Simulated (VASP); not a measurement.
A run of VASP 6.6.1:

File INCAR:

```
PREC = Accurate
ENCUT = 400
EDIFF = 1E-6
ISMEAR = 0
SIGMA = 0.05
LREAL = Auto
LASPH = T
NELM = 60
ALGO = Normal
ISIF = 2
LWAVE = F
LCHARG = F
NBANDS = 388
ISYM = 0
NCORE = 4
```

Contents of KPOINTS:

```
Automatic mesh
0
Gamma
  1 1 1
```

File POSCAR:

```
Ge48PH19                                
1.0
    8.0016203359      8.0016203359      0.0000000000
   -8.0016203359      8.0016203359      0.0000000000
    0.0000000000      0.0000000000     23.7419000000
  Ge              H               P             
    48    19     1
Selective dynamics
Direct
     0.6852101726000422    0.3142891664750986    0.4205645719494973   T   T   T
     0.8123869635728218    0.6808061986313091    0.4205725012720704   T   T   T
     0.0495971329780872    0.9502881267652349    0.4363265467135337   T   T   T
     0.3189716461081674    0.1873958767493798    0.4206589597328402   T   T   T
     0.9682828002506705    0.5335272526888514    0.4556024759578887   T   T   T
     0.2069228964181127    0.7928674235541608    0.4347668567877366   T   T   T
     0.4660053135273606    0.0311708886610442    0.4557382482761468   T   T   T
     0.5335318238799998    0.4662693137970287    0.4567239373474750   T   T   T
     0.8761712725396097    0.3891789636412676    0.3862691609001203   T   T   T
     0.8803290235822299    0.8710298848205724    0.3834971907843541   T   T   T
     0.1287568225490772    0.1197120299626563    0.3835716904913976   T   T   T
     0.3878192734949683    0.3798061675038083    0.3870540097357550   T   T   T
     0.1111307167160888    0.6262378661668281    0.3860020189040285   T   T   T
     0.3735394789104878    0.8885327759104212    0.3859198679148569   T   T   T
     0.6106206841341086    0.1231889566239261    0.3865422442645609   T   T   T
     0.6199668512139116    0.6120306711949965    0.3870484203589294   T   T   T
     0.9979799414343680    0.2522820336672432    0.3288687770371981   T   T   T
     0.0017388236885018    0.7480406380626420    0.3180211878198003   T   T   T
     0.2522567550286710    0.9986713638439623    0.3180551050849345   T   T   T
     0.4989283365751224    0.2504263422605534    0.3186789066680544   T   T   T
     0.2484424799937454    0.5013731235266760    0.3305269787906067   T   T   T
     0.4986791672467675    0.7515002689830627    0.3304678365827692   T   T   T
     0.7477272679513520    0.0019594916803205    0.3289197027788943   T   T   T
     0.7498903453197349    0.5016097799657055    0.3185532291068196   T   T   T
     0.8733419150316757    0.1266260163786047    0.2674032980998914   T   T   T
     0.8755680364518806    0.6249666838822561    0.2597900213170139   T   T   T
     0.1244119021214140    0.8759313284589350    0.2601665557457229   T   T   T
     0.3754968199147768    0.1247738015157685    0.2598329354394996   T   T   T
     0.1267772352670217    0.3746662944173098    0.2677592546464543   T   T   T
     0.3729449437449358    0.6270344497801569    0.2683518087259171   T   T   T
     0.6254080531291857    0.8732363558177733    0.2677501565810964   T   T   T
     0.6231661841924357    0.3771323935765277    0.2602895420709613   T   T   T
     0.7504943879926936    0.2495283530043070    0.2036284062281293   T   T   T
     0.7482831718669324    0.7516527989294460    0.2033871257498576   T   T   T
     0.9968578921717305    0.0031194933057905    0.2039357101235370   T   T   T
     0.2483983942880003    0.2517243597992751    0.2034194919562980   T   T   T
     0.0027795988236405    0.4972016937538810    0.2039227940886565   T   T   T
     0.2511995850467958    0.7488421484804932    0.2035380856891218   T   T   T
     0.5028357437094949    0.9972102846791201    0.2039282521121492   T   T   T
     0.4957775953710434    0.5041957328878849    0.2040728864920527   T   T   T
     0.8750000000000000    0.3750000000000000    0.1448662490999979   F   F   F
     0.8750000000000000    0.8750000000000000    0.1448662490999979   F   F   F
     0.1250000000000000    0.1250000000000000    0.1448662490999979   F   F   F
     0.3750000000000000    0.3750000000000000    0.1448662490999979   F   F   F
     0.1250000000000000    0.6250000000000000    0.1448662490999979   F   F   F
     0.3750000000000000    0.8750000000000000    0.1448662490999979   F   F   F
     0.6250000000000000    0.1250000000000000    0.1448662490999979   F   F   F
     0.6250000000000000    0.6250000000000000    0.1448662490999979   F   F   F
     0.9510221023000014    0.2989778976999986    0.1052990704000010   F   F   F
     0.7989778976999986    0.4510221023000014    0.1052990704000010   F   F   F
     0.9510221023000014    0.7989778976999986    0.1052990704000010   F   F   F
     0.7989778976999986    0.9510221023000014    0.1052990704000010   F   F   F
     0.2010221023000014    0.0489778976999986    0.1052990704000010   F   F   F
     0.0489778976999986    0.2010221023000014    0.1052990704000010   F   F   F
     0.4510221023000014    0.2989778976999986    0.1052990704000010   F   F   F
     0.2989778976999986    0.4510221023000014    0.1052990704000010   F   F   F
     0.2010221023000014    0.5489778976999986    0.1052990704000010   F   F   F
     0.0489778976999986    0.7010221023000014    0.1052990704000010   F   F   F
     0.4510221023000014    0.7989778976999986    0.1052990704000010   F   F   F
     0.2989778976999986    0.9510221023000014    0.1052990704000010   F   F   F
     0.7010221023000014    0.0489778976999986    0.1052990704000010   F   F   F
     0.5489778976999986    0.2010221023000014    0.1052990704000010   F   F   F
     0.7010221023000014    0.5489778976999986    0.1052990704000010   F   F   F
     0.5489778976999986    0.7010221023000014    0.1052990704000010   F   F   F
     0.2772566215500911    0.8661575427246858    0.5434022567787197   T   T   T
     0.1366478832953955    0.7487012010812875    0.5472882567107326   T   T   T
     0.0136873983906750    0.9862007116022405    0.4972192032677777   T   T   T
     0.2566548355087342    0.7453655626009166    0.5282943871322306   T   T   T
```

Potentials or basis: VASP PAW LDA potentials, release 64 (Ge_d, H, P).

The run is started by

```sh
$ cat potpaw_LDA.64/Ge_d/POTCAR potpaw_LDA.64/H/POTCAR potpaw_LDA.64/P/POTCAR > POTCAR
$ mpirun -np 8 vasp_gam > vasp.out
```

Hardware: 8 MPI ranks on AMD EPYC 9R45 (Zen 5) (shared host).

How long does it take, and how much memory?

Run time: 2.5 min on 8 MPI ranks on AMD EPYC 9R45 (Zen 5), with other jobs on the host, peak memory 0.33 GiB a rank. Counts: scf iterations 31, k points 1.
